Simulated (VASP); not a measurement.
The system is Sc.

```
CELL_PARAMETERS angstrom
3.30900 0.00000 0.00000
-1.65450 2.86568 0.00000
0.00000 0.00000 5.27330
ATOMIC_POSITIONS crystal
Sc 0.33333 0.66667 0.25000
Sc 0.66667 0.33333 0.75000
```

Base run:

```yaml
Program: VASP 6.6.1
Functional: r2SCAN
Potentials_or_basis: VASP PAW PBE potentials, release 64 (Sc_sv)
Cutoff: 520 eV
k_mesh: 11 × 11 × 6
Occupations: fermi-dirac, width 0.05 eV
Spin: no spin polarisation
```

Its results: band gap on the k mesh none (metal or under the smearing width); pressure 0.1 GPa.

Q: The run is repeated on the same cell with these changes: functional from r2SCAN to PBEsol; cutoff from 520 eV to 500 eV. What comes out?

A: Band gap on the k mesh none (metal or under the smearing width); pressure -2.9 GPa.

Caveats: the PAW data sets were made with another functional, which shifts forces and pressure a little.
